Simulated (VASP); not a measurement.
Data:

```yaml
crystal:
  lattice:
    - [2.91451, 0.00000, 0.00000]
    - [0.00000, 2.91451, 0.00000]
    - [0.00000, 0.00000, 2.91451]
  atoms:
    - { symbol: Si, position: [0.50000, 0.50000, 0.50000] }
    - { symbol: Ru, position: [0.00000, 0.00000, 0.00000] }
```

Calculation: r2SCAN meta-GGA with spin-orbit coupling, VASP's PBE PAW potentials (set 64) (plane waves; VASP). Run with 400 eV cut-off, 11×11×11 Γ-centred mesh, Gaussian smearing of 0.050 eV, potentials Si Ru_pv.

**Question.** Give the energies of bands 11 to 24 at the high-symmetry points, in eV from the Fermi level.

**Answer.** 
```csv
band,Γ,X,M,R
11,-5.69,-4.62,-4.99,-7.88
12,-5.69,-4.62,-4.99,-7.88
13,-1.40,-3.94,-4.80,-3.39
14,-1.40,-3.94,-4.80,-3.39
15,-1.40,-3.83,-3.05,0.59
16,-1.40,-3.83,-3.05,0.59
17,-1.18,-0.97,-2.94,0.59
18,-1.18,-0.97,-2.94,0.59
19,2.34,1.00,0.47,2.22
20,2.34,1.00,0.47,2.22
21,2.60,5.28,3.32,2.78
22,2.60,5.28,3.32,2.78
23,2.60,8.88,4.43,2.78
24,2.60,8.90,4.43,2.78
```

It has no gap at this level: it comes out as a metal or semimetal.

The structure comes from a computed database's SiRu entry (Pm-3m); how it stands against other phases isn't given here. It was relaxed first.
